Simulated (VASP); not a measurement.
A convergence study with VASP on TbN (space group Fm-3m): one setting is varied, all else stays as given below, so the limit is that of these other settings.

```xyz
2
Lattice="0.0000 2.4627 2.4627 2.4627 0.0000 2.4627 2.4627 2.4627 0.0000" Properties=species:S:1:pos:R:3 pbc="T T T"
Tb     2.4627     2.4627     2.4627
N      0.0000     0.0000     0.0000
```

Calculation: PBEsol GGA, VASP's PBE PAW potentials (set 64) (plane waves; VASP). The tightest run used: 700 eV cut-off, 18×18×18 Γ-centred mesh, Gaussian smearing of 0.050 eV, potentials Tb_3 N.

The 4f electrons are frozen in the core of the lanthanide potential, so 4f levels, which can set the real gap, and their magnetism are missing.

Q: The settings run are 2×2×2 mesh; 3×3×3 mesh; 4×4×4 mesh; 6×6×6 mesh; 7×7×7 mesh; 8×8×8 mesh; 9×9×9 mesh; 11×11×11 mesh; 12×12×12 mesh; 13×13×13 mesh; 14×14×14 mesh; 15×15×15 mesh; 17×17×17 mesh; 18×18×18 mesh. From which on does the energy per atom stay within 0.005 eV/atom of the tightest run?

A: From 7×7×7 mesh on: it is off by 0.0037 there and by no more than 0.005 in any finer run, while 6×6×6 mesh is off by 0.0061.
| setting | E (eV/atom) | pressure (GPa) | irreducible k-points | difference judged (eV/atom) |
|---|---|---|---|---|
| 2×2×2 mesh | -8.0698 | -3.56 | 3 | 0.5277 |
| 3×3×3 mesh | -8.4707 | -1.35 | 4 | 0.1268 |
| 4×4×4 mesh | -8.5631 | -3.75 | 8 | 0.0343 |
| 6×6×6 mesh | -8.5913 | -3.85 | 16 | 0.0061 |
| 7×7×7 mesh | -8.5937 | -3.78 | 20 | 0.0037 |
| 8×8×8 mesh | -8.5958 | -3.87 | 29 | 0.0017 |
| 9×9×9 mesh | -8.5963 | -3.86 | 35 | 0.0011 |
| 11×11×11 mesh | -8.5970 | -3.88 | 56 | 0.0004 |
| 12×12×12 mesh | -8.5972 | -3.89 | 72 | 0.0002 |
| 13×13×13 mesh | -8.5973 | -3.89 | 84 | 0.0002 |
| 14×14×14 mesh | -8.5974 | -3.89 | 104 | 0.0001 |
| 15×15×15 mesh | -8.5974 | -3.89 | 120 | 0.0001 |
| 17×17×17 mesh | -8.5974 | -3.87 | 165 | 0.0000 |
| 18×18×18 mesh | -8.5974 | -3.93 | 195 | 0.0000 |

Left out are rungs that failed or repeat a setting and relaxations that didn't move; long series are thinned to 24 rows.

The structure comes from a computed database's TbN entry (Fm-3m); how it stands against other phases isn't given here. The cell was not relaxed at this level.
